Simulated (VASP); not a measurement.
An input for Ansatz (written as the equivalent of a VASP run, and not itself run):

Ansatz 0.2 input:
```yaml
crystal:
  lattice:
    - [-2.5399915, 2.5399915, 2.5399915]
    - [2.5399915, -2.5399915, 2.5399915]
    - [2.5399915, 2.5399915, -2.5399915]
  atoms:
    - { symbol: Ba, position: [0.0000000, 0.0000000, 0.0000000] }
kpoints:
  mp_grid: { grid: [10, 10, 10] }
hamiltonian:
  xc: r2scan
  pseudopotentials: { kind: paw }
scf:
  occupations: { method: methfessel_paxton, width: 0.1 }
  max_iter: 100
output: { forces: true, stress: true, eigenvalues: true }
```

Question: Write the VASP files for the same calculation (r2SCAN).

Answer: One answer among several that fit: 
**POSCAR**
```
Ba
4.3993940
 -0.5773503213   0.5773503213   0.5773503213
  0.5773503213  -0.5773503213   0.5773503213
  0.5773503213   0.5773503213  -0.5773503213
Ba
1
Cart
  0.0000000000   0.0000000000   0.0000000000
```

INCAR:
```
SYSTEM = Ba
PREC = Accurate; ENCUT = 480; LREAL = .FALSE.
LASPH = .TRUE.
EDIFF = 1E-7; NELM = 100; ALGO = Normal
LMAXMIX = 4; LMIXTAU = .TRUE.
ISMEAR = 1; SIGMA = 0.1
METAGGA = R2SCAN
ISIF = 2
LWAVE = .FALSE.; LCHARG = .FALSE.
```

### KPOINTS
```
K-points
0
G
 10 10 10
```

POTCAR, in this order: Ba_sv (PBE.64 set). Program: vasp_std.

Limits of the translation: each code has its own PAW files, so the cut-off isn't converted (ENCUT is set for VASP's; basis.ecutwfc is left out, and Ansatz then takes the one that its files recommend); Ansatz stops its SCF on the density residual and VASP on the energy change (EDIFF).

The compound is Ba in the bcc structure. It was relaxed first.
